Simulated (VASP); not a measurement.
A snapshot from molecular dynamics of K, step 21; the first frame, the perfect lattice, has an electronic free energy F (no ionic kinetic energy) of -1.140 eV/atom. The Γ point alone samples so small a cell crudely.

Here is the system:

```
K
1.0
   -7.92000     7.92000     7.92000
    7.92000    -7.92000     7.92000
    7.92000     7.92000    -7.92000
K
27
Direct
  0.00609   0.00317   0.01276
  0.99873   0.00150   0.33353
  0.99579   0.99115   0.66312
  0.99041   0.32113   0.99651
  0.01160   0.34766   0.34239
  0.00292   0.33683   0.66596
  0.99936   0.66961   0.00149
  0.99695   0.67102   0.33684
  0.00107   0.66984   0.66771
  0.34233   0.99556   0.99980
  0.33923   0.00243   0.34034
  0.33394   0.00148   0.67308
  0.33138   0.32980   0.99832
  0.32746   0.33019   0.31896
  0.33659   0.33740   0.66980
  0.32592   0.66145   0.99883
  0.33067   0.66494   0.32395
  0.33557   0.65893   0.65767
  0.66516   0.99228   0.98860
  0.66861   0.99970   0.32644
  0.66017   0.99911   0.66102
  0.67257   0.34227   0.00895
  0.66386   0.33336   0.34099
  0.67178   0.33427   0.66601
  0.66451   0.66665   0.00306
  0.67110   0.67317   0.34459
  0.65625   0.66510   0.65930
```

Calculation: PBE GGA, VASP's PBE PAW potentials (set 64) (plane waves; VASP). Run with PREC = Normal, LREAL = Auto, ISYM = 0, EDIFF = 1E-5, 300 eV cut-off, 1×1×1 Γ-centred mesh, Fermi-Dirac smearing of 0.043 eV, potentials K_sv.

Problem. Give F per atom of this frame and the forces (eV/Å).

Solution. -1.138 eV/atom.
```
atom     Fx     Fy     Fz
----  -----  -----  -----
K1    -0.07  -0.04   0.00
K2     0.02   0.02   0.02
K3     0.07   0.00   0.03
K4     0.00  -0.01   0.05
K5    -0.03  -0.05  -0.07
K6    -0.01   0.01  -0.03
K7    -0.01   0.01  -0.02
K8    -0.02   0.02   0.03
K9     0.00   0.02  -0.01
K10    0.04  -0.01  -0.02
K11    0.00  -0.03   0.00
K12   -0.01  -0.01   0.02
K13   -0.01  -0.01   0.01
K14    0.04   0.06  -0.01
K15   -0.04   0.00   0.00
K16   -0.02   0.00   0.04
K17    0.02   0.00  -0.03
K18    0.07  -0.01   0.00
K19    0.04   0.02   0.02
K20    0.01   0.00  -0.01
K21   -0.02   0.00   0.01
K22   -0.02  -0.01  -0.03
K23   -0.03  -0.01   0.04
K24    0.05   0.00  -0.02
K25    0.00   0.00   0.01
K26   -0.05  -0.05  -0.01
K27    0.00   0.08   0.01
```

The cell is a supercell, built from K (bcc). Its lattice is the typed one, not relaxed at this level.
